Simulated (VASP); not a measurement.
Output of a VASP run:

### OUTCAR
```
 ion  position               nearest neighbor table
   1  0.000  0.000  0.000-   3 1.90   6 1.90   5 1.91   4 1.91   4 1.91   5 1.91
   2  0.500  0.500  0.500-   4 1.90   5 1.90   3 1.91   6 1.91   3 1.91   6 1.91
   3  0.302  0.302  0.000-   1 1.90   2 1.91   2 1.91
   4  0.802  0.198  0.500-   2 1.90   1 1.91   1 1.91
   5  0.198  0.802  0.500-   2 1.90   1 1.91   1 1.91
   6  0.698  0.698  0.000-   1 1.90   2 1.91   2 1.91
  LATTYP: Found a simple tetragonal cell.
 ALAT       =     4.4443840563
 C/A-ratio  =     0.6519884926
 Subroutine PRICEL returns:
 Original cell was already a primitive cell.
 Subroutine GETGRP returns: Found 16 space group operations
The static configuration has the point symmetry D_2h.
 The point group associated with its full space group is D_4h.
The dynamic configuration has the point symmetry D_2h.
 Subroutine INISYM returns: Found 16 space group operations
 Subroutine IBZKPT returns following result:
 Found     30 irreducible k-points:

 Following reciprocal coordinates:
            Coordinates               Weight
  0.000000  0.000000  0.000000      1.000000
  0.200000  0.000000  0.000000      4.000000
  0.400000  0.000000  0.000000      4.000000
  0.200000  0.200000  0.000000      4.000000
  0.400000  0.200000  0.000000      8.000000
  0.400000  0.400000  0.000000      4.000000
  0.000000  0.000000  0.125000      2.000000
  0.200000  0.000000  0.125000      8.000000
  0.400000  0.000000  0.125000      8.000000
  0.200000  0.200000  0.125000      8.000000
  0.400000  0.200000  0.125000     16.000000
  0.400000  0.400000  0.125000      8.000000
  0.000000  0.000000  0.250000      2.000000
  0.200000  0.000000  0.250000      8.000000
  0.400000  0.000000  0.250000      8.000000
  0.200000  0.200000  0.250000      8.000000
  0.400000  0.200000  0.250000     16.000000
  0.400000  0.400000  0.250000      8.000000
  0.000000  0.000000  0.375000      2.000000
  0.200000  0.000000  0.375000      8.000000
  0.400000  0.000000  0.375000      8.000000
  0.200000  0.200000  0.375000      8.000000
  0.400000  0.200000  0.375000     16.000000
  0.400000  0.400000  0.375000      8.000000
  0.000000  0.000000  0.500000      1.000000
  0.200000  0.000000  0.500000      4.000000
  0.400000  0.000000  0.500000      4.000000
  0.200000  0.200000  0.500000      4.000000
  0.400000  0.200000  0.500000      8.000000
  0.400000  0.400000  0.500000      4.000000
   k-points           NKPTS =     30   k-points in BZ     NKDIM =     30   number of bands    NBANDS=     28
   number of dos      NEDOS =    301   number of ions     NIONS =      6
   total plane-waves  NPLWV =  31104
   dimension x,y,z NGX =    36 NGY =   36 NGZ =   24
   dimension x,y,z NGXF=    72 NGYF=   72 NGZF=   48
   ions per type =               2   4
   PREC   = accura    normal or accurate (medium, high low for compatibility)
   ISTART =      0    job   : 0-new  1-cont  2-samecut
   ICHARG =      2    charge: 1-file 2-atom 10-const
   ISPIN  =      1    spin polarized calculation?
   LNONCOLLINEAR =      F non collinear calculations
   LSORBIT =      F    spin-orbit coupling
   INIWAV =      1    electr: 0-lowe 1-rand  2-diag
   ENCUT  =  620.0 eV  45.57 Ry    6.75 a.u.   9.02  9.02  5.88*2*pi/ulx,y,z
   NELM   =    100;   NELMIN=  2; NELMDL= -5     # of ELM steps
   EDIFF  = 0.1E-05   stopping-criterion for ELM
   LREAL  =      F    real-space projection
   NLSPLINE    = F    spline interpolate recip. space projectors
   LMAXMIX     =    4 max onsite mixed and CHGCAR
   VOSKOWN=      0    Vosko Wilk Nusair interpolation
   EDIFFG = -.2E-01   stopping-criterion for IOM
   NSW    =     40    number of steps for IOM
   NBLOCK =      1;   KBLOCK =     40    inner block; outer block
   IBRION =      2    ionic relax: 0-MD 1-quasi-New 2-CG
   NFREE  =      1    steps in history (QN), initial steepest desc. (CG)
   ISIF   =      3    stress and relaxation
   ISYM   =      2    0-nonsym 1-usesym 2-fastsym
   TEIN   =    0.0    initial temperature
...
```

File OSZICAR:
```
...
DAV:   2    -0.525481783208E+02    0.39605E-02   -0.57807E-02  1856   0.224E+00    0.466E-01
DAV:   3    -0.525443550272E+02    0.38233E-02   -0.92999E-03  1848   0.867E-01    0.120E-01
DAV:   4    -0.525443098859E+02    0.45141E-04   -0.18303E-03  2500   0.364E-01    0.619E-02
DAV:   5    -0.525442976510E+02    0.12235E-04   -0.14932E-04  2108   0.127E-01    0.333E-02
DAV:   6    -0.525442982717E+02   -0.62070E-06   -0.28381E-05  2084   0.479E-02    0.715E-03
DAV:   7    -0.525442983505E+02   -0.78836E-07   -0.27344E-06  1408   0.162E-02
   6 F= -.37135599E+02 E0= -.37135599E+02  d E =-.230283E-02
       N       E                     dE             d eps       ncg     rms          rms(c)
DAV:   1    -0.525523580402E+02   -0.80598E-02   -0.13528E-01  1680   0.325E+00    0.223E-01
DAV:   2    -0.525520371814E+02    0.32086E-03   -0.49714E-03  1836   0.660E-01    0.136E-01
DAV:   3    -0.525517171714E+02    0.32001E-03   -0.80972E-04  1868   0.252E-01    0.388E-02
DAV:   4    -0.525517072476E+02    0.99237E-05   -0.16521E-04  2528   0.114E-01    0.177E-02
DAV:   5    -0.525517059730E+02    0.12746E-05   -0.14843E-05  2152   0.387E-02    0.967E-03
DAV:   6    -0.525517058970E+02    0.75971E-07   -0.20320E-06  1208   0.143E-02
   7 F= -.37136074E+02 E0= -.37136074E+02  d E =-.277843E-02
       N       E                     dE             d eps       ncg     rms          rms(c)
DAV:   1    -0.525854887418E+02   -0.33783E-01   -0.77443E-02  1968   0.323E+00    0.374E-01
DAV:   2    -0.525846964434E+02    0.79230E-03   -0.67296E-03  1940   0.813E-01    0.184E-01
DAV:   3    -0.525843155271E+02    0.38092E-03   -0.21599E-03  1968   0.388E-01    0.466E-02
DAV:   4    -0.525843323007E+02   -0.16774E-04   -0.45900E-04  2188   0.134E-01    0.308E-02
DAV:   5    -0.525843378823E+02   -0.55815E-05   -0.17833E-05  2252   0.370E-02    0.226E-02
DAV:   6    -0.525843535222E+02   -0.15640E-04   -0.37088E-05  2692   0.369E-02    0.994E-03
DAV:   7    -0.525843539307E+02   -0.40848E-06   -0.66908E-06  1912   0.182E-02
   8 F= -.37136163E+02 E0= -.37136163E+02  d E =-.889230E-04
       N       E                     dE             d eps       ncg     rms          rms(c)
DAV:   1    -0.525714421459E+02    0.12911E-01   -0.12638E-02  1972   0.130E+00    0.151E-01
DAV:   2    -0.525713114333E+02    0.13071E-03   -0.11052E-03  1928   0.328E-01    0.743E-02
DAV:   3    -0.525712500324E+02    0.61401E-04   -0.34984E-04  1988   0.157E-01    0.189E-02
DAV:   4    -0.525712541241E+02   -0.40918E-05   -0.73061E-05  2172   0.545E-02    0.120E-02
DAV:   5    -0.525712553052E+02   -0.11811E-05   -0.26782E-06  1392   0.148E-02    0.873E-03
DAV:   6    -0.525712585396E+02   -0.32344E-05   -0.72278E-06  2176   0.160E-02    0.468E-03
DAV:   7    -0.525712588860E+02   -0.34637E-06   -0.19148E-06  1212   0.841E-03
   9 F= -.37136229E+02 E0= -.37136229E+02  d E =-.155162E-03
       N       E                     dE             d eps       ncg     rms          rms(c)
DAV:   1    -0.525620619747E+02    0.91966E-02   -0.37298E-02  1680   0.184E+00    0.130E-01
DAV:   2    -0.525620177689E+02    0.44206E-04   -0.17610E-03  2240   0.368E-01    0.706E-02
DAV:   3    -0.525619550338E+02    0.62735E-04   -0.25571E-04  2168   0.116E-01    0.212E-02
DAV:   4    -0.525619528513E+02    0.21825E-05   -0.53688E-05  2560   0.521E-02    0.163E-02
DAV:   5    -0.525619535057E+02   -0.65441E-06   -0.40375E-06  1688   0.215E-02
  10 F= -.37136313E+02 E0= -.37136313E+02  d E =-.831822E-04
```

File OUTCAR:
```
------------------------ aborting loop because EDIFF is reached ----------------------------------------
  FORCE on cell =-STRESS in cart. coord.  units (eV):
  Direction    XX          YY          ZZ          XY          YZ          ZX
  --------------------------------------------------------------------------------------
  Total       15.4054114     15.4054114     15.4523252      0.0000000      0.0000000      0.0000000
  in kB      449.4098592    449.4098592    450.7784372      0.0000000      0.0000000      0.0000000
  external PRESSURE =      -0.1339481 kB  Pullay stress =     450.0000000 kB
  volume of cell :       54.92
      direct lattice vectors                 reciprocal lattice vectors
     4.373649443 -0.000000000  0.000000000     0.228642010  0.000000000  0.000000000
    -0.000000000  4.373649443  0.000000000     0.000000000  0.228642010  0.000000000
     0.000000000  0.000000000  2.871133231     0.000000000  0.000000000  0.348294530
 POSITION                                       TOTAL-FORCE (eV/Angst)
 -----------------------------------------------------------------------------------
      0.00000      0.00000      0.00000        -0.000000     -0.000000      0.000000
      2.18682      2.18682      1.43557        -0.000000     -0.000000      0.000000
      1.31872      1.31872      0.00000        -0.006680     -0.006680      0.000000
      3.50554      0.86811      1.43557        -0.006680      0.006680     -0.000000
      0.86811      3.50554      1.43557         0.006680     -0.006680      0.000000
      3.05493      3.05493      2.87113         0.006680      0.006680     -0.000000
 -----------------------------------------------------------------------------------
    total drift:                                0.000000      0.000000      0.000000
  FREE ENERGIE OF THE ION-ELECTRON SYSTEM (eV)
  ---------------------------------------------------
  free  energy   TOTEN  =       -52.5619535057 eV

  energy  without entropy=      -52.5619535057  energy(sigma->0) =      -52.56195351
  enthalpy is  TOTEN    =       -37.1363125608 eV   P V=       15.4256409449

 reached required accuracy - stopping structural energy minimisation
```
(Selected blocks of OUTCAR.)

File POSCAR:
```
TiO2
1
    4.4443840563     0.0000000000     0.0000000000
    0.0000000000     4.4443840563     0.0000000000
    0.0000000000     0.0000000000     2.8976872616
Ti O
2 4
Direct
  0.0000000000   0.0000000000   0.0000000000
  0.5000000000   0.5000000000   0.5000000000
  0.3019064184   0.3019064184   0.0000000000
  0.8019064184   0.1980935816   0.5000000000
  0.1980935816   0.8019064184   0.5000000000
  0.6980935816   0.6980935816   0.0000000000
```

### Question
Reconstruct the remaining input files.

### Answer
This is not unique; one that fits is the input of the run itself, PBE GGA, plane waves, VASP's PBE PAW potentials (set 64).

### INCAR
```
! general
SYSTEM   =  TiO2
PREC     =  Accurate
ENCUT    =  620
LREAL    =  F   ! projection in real space or not
LASPH    =  T   ! aspherical one-centre terms

! electronic loop
EDIFF    =  1E-6   ! SCF stop (eV)
NELM     =  100
ALGO     =  Normal   ! blocked Davidson
LMAXMIX  =  4

! smearing
ISMEAR   =  0
SIGMA    =  0.05

! functional
GGA      =  PE

! ions
IBRION   =  2   ! conjugate gradients
NSW      =  40   ! most ionic steps
ISIF     =  3   ! ions, shape and volume
EDIFFG   =  -0.02
PSTRESS  =  450   ! kbar

! output
LWAVE    =  F
LCHARG   =  F
```

KPOINTS:
```
Automatic mesh
0
G
  5 5 8
0 0 0
```

POTCAR, in this order: Ti_sv O (PBE.64 set). Program: vasp_std.

Energy and stress use the plane-wave basis of the starting cell.

The compound is TiO2 in the rutile structure. This run relaxes it under an external pressure of 45 GPa. Symmetry was kept, so distortions that lower it aren't found.
